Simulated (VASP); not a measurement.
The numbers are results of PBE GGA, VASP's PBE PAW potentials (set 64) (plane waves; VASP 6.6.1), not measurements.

VASP input:

### KPOINTS
```
Regular mesh
0
Gamma
  5 5 5
0 0 0
```

**INCAR**
```
! general
SYSTEM   =  MnB2
PREC     =  Accurate
ENCUT    =  400
LREAL    =  .False.
LASPH    =  .True.

! electronic loop
EDIFF    =  1E-6
NELM     =  100
ALGO     =  Normal
LMAXMIX  =  4

! smearing
ISMEAR   =  -1
SIGMA    =  0.1

! functional
GGA      =  PE

! spin
ISPIN    =  2
MAGMOM   =  4.0 2*0.0

! ions
ISIF     =  2

! output
LWAVE    =  .False.
LCHARG   =  .False.
LORBIT   =  11
```

File POSCAR:
```
MnB2
1
    0.0000000000     2.4703380000     2.4703380000
    2.4703380000     0.0000000000     2.4703380000
    2.4703380000     2.4703380000     0.0000000000
Mn B
1 2
Direct
 -0.0073680000   0.0236010000  -0.0263090000
  0.2651720000   0.2367920000   0.2622440000
  0.7421970000   0.7396070000   0.7640650000
```

POTCAR, in this order: Mn_pv B (PBE.64 set). Program: vasp_std.

What VASP printed:

OUTCAR:
```
 ion  position               nearest neighbor table
   1  0.993  0.024  0.974-   2 2.03   3 2.04   2 2.08   3 2.13   3 2.14   2 2.21   2 2.25   3 2.26
  LATTYP: Found a face centered cubic cell.
 ALAT       =     4.9406760000
 Subroutine PRICEL returns:
 Original cell was already a primitive cell.
 Subroutine GETGRP returns: Found  1 space group operations
The static configuration has the point symmetry C_1 .
The dynamic configuration has the point symmetry C_1 .
The overall configuration has the point symmetry C_1 .
 Subroutine INISYM returns: Found  1 space group operations
 Subroutine IBZKPT returns following result:
 Found     63 irreducible k-points:

 Following reciprocal coordinates:
            Coordinates               Weight
  0.000000  0.000000  0.000000      1.000000
  0.200000  0.000000  0.000000      2.000000
  0.000000  0.200000  0.000000      2.000000
  0.000000  0.000000  0.200000      2.000000
  0.200000  0.200000  0.200000      2.000000
  0.400000  0.000000  0.000000      2.000000
  0.000000  0.400000  0.000000      2.000000
  0.000000  0.000000  0.400000      2.000000
  0.400000  0.400000  0.400000      2.000000
  0.200000  0.200000  0.000000      2.000000
  0.000000  0.200000  0.200000      2.000000
  0.200000  0.000000  0.200000      2.000000
  0.400000  0.200000  0.000000      2.000000
  0.000000  0.400000  0.200000      2.000000
  0.200000  0.000000  0.400000      2.000000
  0.200000  0.200000 -0.200000      2.000000
  0.400000  0.200000  0.400000      2.000000
  0.200000  0.400000  0.000000      2.000000
  0.200000 -0.200000 -0.200000      2.000000
  0.400000  0.400000  0.200000      2.000000
  0.000000  0.200000  0.400000      2.000000
 -0.200000  0.200000 -0.200000      2.000000
  0.200000  0.400000  0.400000      2.000000
  0.400000  0.000000  0.200000      2.000000
 -0.400000  0.200000  0.000000      2.000000
  0.000000 -0.400000  0.200000      2.000000
  0.200000  0.000000 -0.400000      2.000000
  0.200000  0.200000 -0.400000      2.000000
 -0.400000  0.400000 -0.400000      2.000000
  0.200000 -0.400000  0.000000      2.000000
  0.400000 -0.200000 -0.200000      2.000000
 -0.400000 -0.400000  0.400000      2.000000
  0.000000  0.200000 -0.400000      2.000000
 -0.200000  0.400000 -0.200000      2.000000
  0.400000 -0.400000 -0.400000      2.000000
 -0.400000  0.000000  0.200000      2.000000
 -0.200000  0.200000  0.000000      2.000000
  0.000000 -0.200000  0.200000      2.000000
  0.200000  0.000000 -0.200000      2.000000
  0.200000  0.200000  0.400000      2.000000
   k-points           NKPTS =     63   k-points in BZ     NKDIM =     63   number of bands    NBANDS=     15
   number of dos      NEDOS =    301   number of ions     NIONS =      3
   total plane-waves  NPLWV =  13824
   dimension x,y,z NGX =    24 NGY =   24 NGZ =   24
   dimension x,y,z NGXF=    48 NGYF=   48 NGZF=   48
   ions per type =               1   2
   PREC   = accura    normal or accurate (medium, high low for compatibility)
   ISTART =      0    job   : 0-new  1-cont  2-samecut
   ICHARG =      2    charge: 1-file 2-atom 10-const
   ISPIN  =      2    spin polarized calculation?
   LNONCOLLINEAR =      F non collinear calculations
   LSORBIT =      F    spin-orbit coupling
   INIWAV =      1    electr: 0-lowe 1-rand  2-diag
   ENCUT  =  400.0 eV  29.40 Ry    5.42 a.u.   5.70  5.70  5.70*2*pi/ulx,y,z
   NELM   =    100;   NELMIN=  2; NELMDL= -5     # of ELM steps
   EDIFF  = 0.1E-05   stopping-criterion for ELM
   LREAL  =      F    real-space projection
   NLSPLINE    = F    spline interpolate recip. space projectors
   LMAXMIX     =    4 max onsite mixed and CHGCAR
...
```

### OSZICAR
```
       N       E                     dE             d eps       ncg     rms          rms(c)
DAV:   1     0.105354957262E+03    0.10535E+03   -0.89973E+03  3812   0.118E+03
DAV:   2    -0.193371060928E+02   -0.12469E+03   -0.12055E+03  4053   0.310E+02
DAV:   3    -0.233790719423E+02   -0.40420E+01   -0.39519E+01  4803   0.600E+01
DAV:   4    -0.234251787158E+02   -0.46107E-01   -0.46006E-01  4340   0.650E+00
DAV:   5    -0.234257917936E+02   -0.61308E-03   -0.61306E-03  4767   0.770E-01    0.248E+01
DAV:   6    -0.293304486315E+02   -0.59047E+01   -0.74557E+01  4598   0.100E+02    0.327E+01
DAV:   7    -0.202649139252E+02    0.90655E+01   -0.42714E+01  4255   0.776E+01    0.543E+00
DAV:   8    -0.203720823911E+02   -0.10717E+00   -0.17610E+00  4368   0.105E+01    0.250E+00
DAV:   9    -0.203784748314E+02   -0.63924E-02   -0.70240E-02  5026   0.235E+00    0.154E+00
DAV:  10    -0.203921078778E+02   -0.13633E-01   -0.48939E-02  4807   0.203E+00    0.435E-01
DAV:  11    -0.203942889815E+02   -0.21811E-02   -0.66605E-03  4668   0.796E-01    0.235E-01
DAV:  12    -0.203944375641E+02   -0.14858E-03   -0.63224E-04  4347   0.252E-01    0.862E-02
DAV:  13    -0.203944711954E+02   -0.33631E-04   -0.72880E-05  4340   0.103E-01    0.287E-02
DAV:  14    -0.203944723707E+02   -0.11753E-05   -0.11469E-05  4829   0.388E-02    0.131E-02
DAV:  15    -0.203944737331E+02   -0.13624E-05   -0.13721E-06  3186   0.136E-02    0.399E-03
DAV:  16    -0.203944737398E+02   -0.67462E-08   -0.42725E-07  2023   0.618E-03
   1 F= -.20394474E+02 E0= -.20360548E+02  d E =-.678524E-01  mag=     1.7360
```

File OUTCAR:
```
------------------------ aborting loop because EDIFF is reached ----------------------------------------
  FORCE on cell =-STRESS in cart. coord.  units (eV):
  Direction    XX          YY          ZZ          XY          YZ          ZX
  --------------------------------------------------------------------------------------
  Total       -3.1874099     -3.4572980     -3.2752098     -0.3167398     -0.0830565     -0.4096096
  in kB     -169.3750215   -183.7165409   -174.0406037    -16.8311624     -4.4135200    -21.7661462
  external PRESSURE =    -175.7107220 kB  Pullay stress =       0.0000000 kB
  volume of cell :       30.15
      direct lattice vectors                 reciprocal lattice vectors
     0.000000000  2.470338000  2.470338000    -0.202401453  0.202401453  0.202401453
     2.470338000  0.000000000  2.470338000     0.202401453 -0.202401453  0.202401453
     2.470338000  2.470338000  0.000000000     0.202401453  0.202401453 -0.202401453
 POSITION                                       TOTAL-FORCE (eV/Angst)
 -----------------------------------------------------------------------------------
      2.46365      4.85748      2.51044         0.027802      0.904527     -0.465782
      1.23279      1.30290      1.24002        -0.145453     -0.463576      0.250231
      3.71458      3.72098      3.66056         0.117652     -0.440952      0.215550
 -----------------------------------------------------------------------------------
    total drift:                               -0.000288      0.001144     -0.000537
  FREE ENERGIE OF THE ION-ELECTRON SYSTEM (eV)
  ---------------------------------------------------
  free  energy   TOTEN  =       -20.3944737398 eV

  energy  without entropy=      -20.3266213095  energy(sigma->0) =      -20.36054752

 total charge

# of ion       s       p       d       tot
------------------------------------------
    1        0.408   6.380   5.261  12.048
    2        0.697   0.949   0.000   1.647
    3        0.696   0.948   0.000   1.644
--------------------------------------------------
tot          1.801   8.277   5.261  15.339

 magnetization (x)

# of ion       s       p       d       tot
------------------------------------------
    1        0.040   0.024   1.772   1.836
    2       -0.020  -0.039   0.000  -0.059
    3       -0.020  -0.039   0.000  -0.059
--------------------------------------------------
tot          0.001  -0.055   1.772   1.718
```
(Selected blocks of OUTCAR.)

At this cut-off the stress carries a Pulay error, which pulls relaxed volumes low. The moments were started parallel, and other spin orders were not tried in this run.

The structure was generated: MnB2 was put into an ordered model structure, which need not be its known phase. The cell was not relaxed at this level, atoms are displaced from their ideal sites. The k-mesh is coarse (spacing up to 0.44 per Å, 2π included), so the numbers may not be converged in it.
